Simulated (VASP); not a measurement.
Write the native input for VASP 6.6.1 that does the following.

```
Task                   : single point
Functional             : PBE
Potentials or basis    : VASP PAW PBE potentials, release 64 (O, H, Zn, Cl)
Cutoff                 : 520 eV
k mesh                 : 1 × 1 × 1
Occupations            : fermi-dirac, width 0.02 eV
Spin                   : no spin polarisation
Dipole correction      : no
Further INCAR settings : LREAL = Auto; ALGO = Normal; EDIFF = 1e-07; NBANDS = 64
```

The structure of ZnH16Cl2O8 lies in POSCAR:

```
ZnH16Cl2O8
1.0
    6.5061090000      0.0000000000      0.0000000000
    0.0000000000      6.5061090000      0.0000000000
    0.0000000000      0.0000000000      6.5061090000
O H Zn Cl
8 16 1 2
Direct
    0.4834994311      0.4592299330      0.4097072459
    0.7561969835      0.6067835630      0.6660970482
    0.5130255272      0.9155702740      0.4931211574
    0.3896184340      0.0526274614      0.9191207833
    0.1603108709      0.8382890603      0.2229750531
    0.6946855640      0.0544872519      0.1476304808
    0.6300078895      0.6317908292      0.0342754786
    0.9694734595     -0.0425446300      0.7516781536
    0.3599847466      0.3976877731      0.4647939344
    0.5813920425      0.4919069139      0.5158843788
    0.8977408771      0.5508668853      0.6765641338
    0.7170030505      0.5859416127      0.8195374532
    0.4696047976      0.9790798156      0.6198635774
    0.5953635268      0.8033680346      0.5403383190
    0.3372830059      0.1947554214      0.9128497540
    0.5192197057      0.0578225787      1.0282182484
    0.2860542300      0.7981114365      0.2990266533
    0.1446794082      0.9823844021      0.2588029189
    0.7876289807      0.1696098236      0.1726992278
    0.6458391644      0.0048416035      0.2801059742
    0.7516935237      0.6969142386      0.0869797908
    0.5555547870      0.5474239672      0.1408368658
    0.9893624592      0.0501528640      0.6311606522
    0.8636959510     -0.1518111670      0.7153430722
    0.1841038937      0.8224577854      0.9185674571
    1.1708226837      0.4864966142     -0.1425429546
    0.0559013075      0.2285544248      0.3922467330
```

The cell was built by a generator and needn't be a form met in nature.

These files were run (other wordings do the same):

INCAR

```
SYSTEM = ZnH16Cl2O8
ALGO = Normal ; EDIFF = 1E-7
ENCUT = 520 ; GGA = PE
ISIF = 2 ; ISMEAR = -1
LASPH = .True. ; LCHARG = .False.
LREAL = Auto ; LWAVE = .False.
NBANDS = 64 ; NELM = 100
PREC = Accurate ; SIGMA = 0.02
```

KPOINTS

```
k-points
0
Gamma
  1 1 1
  0 0 0
```

Potentials or basis: VASP PAW PBE potentials, release 64 (O, H, Zn, Cl).

Launch:

```console
$ cat potpaw_PBE.64/O/POTCAR potpaw_PBE.64/H/POTCAR potpaw_PBE.64/Zn/POTCAR potpaw_PBE.64/Cl/POTCAR > POTCAR
$ mpirun -np 1 vasp_gam > vasp.out
```

It gave:

```yaml
Pressure: 2.7 GPa
Largest_force: 1.814 eV/Å
Band_gap_on_the_k_mesh: 4.03 eV, direct
```

Wall time 29 s on 1 thread of AMD EPYC 7R43 64-Core Processor (Zen 3) (shared host), peak memory 0.27 GiB.
